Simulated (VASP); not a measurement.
These are r2SCAN+rVV10 with spin-orbit coupling, VASP's PBE PAW potentials (set 64) (plane waves; VASP 6.6.1) values and carry that method's errors.

A VASP calculation is set up with these files.

POSCAR:
```
SnSe2
1
    3.8336592945     0.0000000000     0.0000000000
   -1.9168296472     3.3200465279     0.0000000000
    0.0000000000     0.0000000000     6.2479030391
Sn Se
1 2
Direct
  0.0000000000   0.0000000000   0.0000000000
  0.3333330000   0.6666670000   0.2521233024
  0.6666670000   0.3333330000   0.7478766976
```

File KPOINTS:
```
Automatic mesh
0
Gamma
6 6 3
0 0 0
```

File KPOINTS_OPT:
```
k-points along high-symmetry lines
5
Line-mode
Reciprocal
  0.000000   0.000000   0.000000 ! GAMMA
  0.500000   0.000000   0.000000 ! M

  0.500000   0.000000   0.000000 ! M
  0.333333   0.333333   0.000000 ! K

  0.333333   0.333333   0.000000 ! K
  0.000000   0.000000   0.000000 ! GAMMA

  0.000000   0.000000   0.000000 ! GAMMA
  0.000000   0.000000   0.500000 ! A

  0.000000   0.000000   0.500000 ! A
  0.500000   0.000000   0.500000 ! L

  0.500000   0.000000   0.500000 ! L
  0.333333   0.333333   0.500000 ! H

  0.333333   0.333333   0.500000 ! H
  0.000000   0.000000   0.500000 ! A

  0.500000   0.000000   0.500000 ! L
  0.500000   0.000000   0.000000 ! M

  0.333333   0.333333   0.500000 ! H
  0.333333   0.333333   0.000000 ! K
```

INCAR:
```
SYSTEM  =  SnSe2
PREC  =  Accurate; ENCUT  =  400; LREAL  =  .FALSE.
LASPH  =  .TRUE.
EDIFF  =  1E-6; NELM  =  100; ALGO  =  Normal
LMAXMIX  =  4; LMIXTAU  =  .TRUE.
ISMEAR  =  0; SIGMA  =  0.05
METAGGA  =  R2SCAN; LUSE_VDW  =  .TRUE.; BPARAM  =  11.95
CPARAM  =  0.0093; GGA_COMPAT  =  .FALSE.
MAGMOM  =  9*0; LSORBIT  =  .TRUE.
LWAVE  =  .FALSE.; LCHARG  =  .FALSE.
```

POTCAR, in this order: Sn_d Se (PBE.64 set). Program: vasp_ncl.

The run wrote:

**OUTCAR**
```
 ion  position               nearest neighbor table
   1  0.000  0.000  0.000-   2 2.72   3 2.72   3 2.72   2 2.72   3 2.72   2 2.72
   2  0.333  0.667  0.252-   1 2.72   1 2.72   1 2.72
   3  0.667  0.333  0.748-   1 2.72   1 2.72   1 2.72
  LATTYP: Found a hexagonal cell.
 ALAT       =     3.8336592945
 C/A-ratio  =     1.6297491663
 Subroutine PRICEL returns:
 Original cell was already a primitive cell.
 Subroutine GETGRP returns: Found 12 space group operations
The static configuration has the point symmetry D_3d.
The dynamic configuration has the point symmetry D_3d.
The overall configuration has the point symmetry D_3d.
 Subroutine INISYM returns: Found 12 space group operations
 Subroutine IBZKPT returns following result:
 Found     17 irreducible k-points:

 Following reciprocal coordinates:
            Coordinates               Weight
  0.000000  0.000000  0.000000      1.000000
  0.166667  0.000000  0.000000      6.000000
  0.333333 -0.000000  0.000000      6.000000
  0.500000  0.000000  0.000000      3.000000
  0.166667  0.166667  0.000000      6.000000
  0.333333  0.166667  0.000000     12.000000
  0.333333  0.333333  0.000000      2.000000
  0.000000  0.000000  0.333333      2.000000
  0.166667  0.000000  0.333333      6.000000
  0.000000  0.166667  0.333333      6.000000
  0.333333 -0.000000  0.333333      6.000000
  0.000000  0.333333  0.333333      6.000000
  0.500000  0.000000  0.333333      6.000000
  0.166667  0.166667  0.333333     12.000000
  0.333333  0.166667  0.333333     12.000000
 -0.166667  0.500000  0.333333     12.000000
  0.333333  0.333333  0.333333      4.000000
   k-points           NKPTS =     17   k-points in BZ     NKDIM =     17   number of bands    NBANDS=     34
   number of dos      NEDOS =    301   number of ions     NIONS =      3
   total plane-waves  NPLWV =  32928
   dimension x,y,z NGX =    28 NGY =   28 NGZ =   42
...
```

### OSZICAR
```
       N       E                     dE             d eps       ncg     rms          rms(c)
DAV:   1     0.181746686538E+03    0.18175E+03   -0.10435E+04  1164   0.152E+03
DAV:   2    -0.242286548419E+02   -0.20598E+03   -0.19922E+03  1204   0.409E+02
DAV:   3    -0.568357467614E+02   -0.32607E+02   -0.31711E+02  1412   0.157E+02
DAV:   4    -0.584538242115E+02   -0.16181E+01   -0.16058E+01  1380   0.379E+01
DAV:   5    -0.584993449883E+02   -0.45521E-01   -0.45453E-01  1676   0.642E+00    0.583E+00
DAV:   6    -0.550937551742E+02    0.34056E+01   -0.14604E+00  1592   0.207E+01    0.402E+00
DAV:   7    -0.532280382448E+02    0.18657E+01   -0.70934E-01  1220   0.603E+00    0.147E+00
DAV:   8    -0.539530710027E+02   -0.72503E+00   -0.43399E-01  1240   0.581E+00    0.615E-01
DAV:   9    -0.540077423839E+02   -0.54671E-01   -0.13212E-01  1236   0.283E+00    0.371E-01
DAV:  10    -0.540268202369E+02   -0.19078E-01   -0.14342E-02  1350   0.108E+00    0.248E-01
DAV:  11    -0.540408233209E+02   -0.14003E-01   -0.14664E-02  1234   0.125E+00    0.788E-02
DAV:  12    -0.540438758802E+02   -0.30526E-02   -0.36777E-03  1206   0.478E-01    0.742E-02
DAV:  13    -0.540438758827E+02   -0.24866E-08   -0.21029E-04  1422   0.183E-01    0.514E-02
DAV:  14    -0.540445739222E+02   -0.69804E-03   -0.78230E-04  1188   0.268E-01    0.175E-02
DAV:  15    -0.540446935926E+02   -0.11967E-03   -0.96363E-05  1302   0.103E-01    0.968E-03
DAV:  16    -0.540447034878E+02   -0.98952E-05   -0.13011E-05  1398   0.348E-02    0.942E-03
DAV:  17    -0.540447037425E+02   -0.25470E-06   -0.20039E-06  1118   0.168E-02
   1 F= -.54044704E+02 E0= -.54044704E+02  d E =-.194020E-12  mag=    -0.0000     0.0000     0.0000
       N       E                     dE             ncg
       N       E                     dE             ncg
       N       E                     dE             ncg
```

### OUTCAR
```
------------------------ aborting loop because EDIFF is reached ----------------------------------------
  FORCE on cell =-STRESS in cart. coord.  units (eV):
  Direction    XX          YY          ZZ          XY          YZ          ZX
  --------------------------------------------------------------------------------------
  Total       -0.0319248     -0.0319249      0.0178500     -0.0000000      0.0000000      0.0000000
  in kB       -0.6432021     -0.6432022      0.3596308     -0.0000000      0.0000000      0.0000000
  external PRESSURE =      -0.3089245 kB  Pullay stress =       0.0000000 kB
  volume of cell :       79.52
      direct lattice vectors                 reciprocal lattice vectors
     3.833659294  0.000000000  0.000000000     0.260847384  0.150600299  0.000000000
    -1.916829647  3.320046528  0.000000000     0.000000000  0.301200598  0.000000000
     0.000000000  0.000000000  6.247903039     0.000000000  0.000000000  0.160053700
 POSITION                                       TOTAL-FORCE (eV/Angst)
 -----------------------------------------------------------------------------------
      0.00000      0.00000      0.00000        -0.000000      0.000000      0.000000
     -0.00000      2.21337      1.57524         0.000000     -0.000000     -0.004148
      1.91683      1.10668      4.67266        -0.000000      0.000000      0.004148
 -----------------------------------------------------------------------------------
    total drift:                               -0.000000      0.000000      0.000000
  FREE ENERGIE OF THE ION-ELECTRON SYSTEM (eV)
  ---------------------------------------------------
  free  energy   TOTEN  =       -54.0447037425 eV

  energy  without entropy=      -54.0447037425  energy(sigma->0) =      -54.04470374

 Ion:    1  E_soc:     -0.0843860

 Ion:    2  E_soc:     -0.0427266

 Ion:    3  E_soc:     -0.0427266
```
(Selected blocks of OUTCAR.)

The structure comes from a measured SnSe2 entry (P-3m1) of the Crystallography Open Database, whose conditions weren't checked. It was relaxed first.
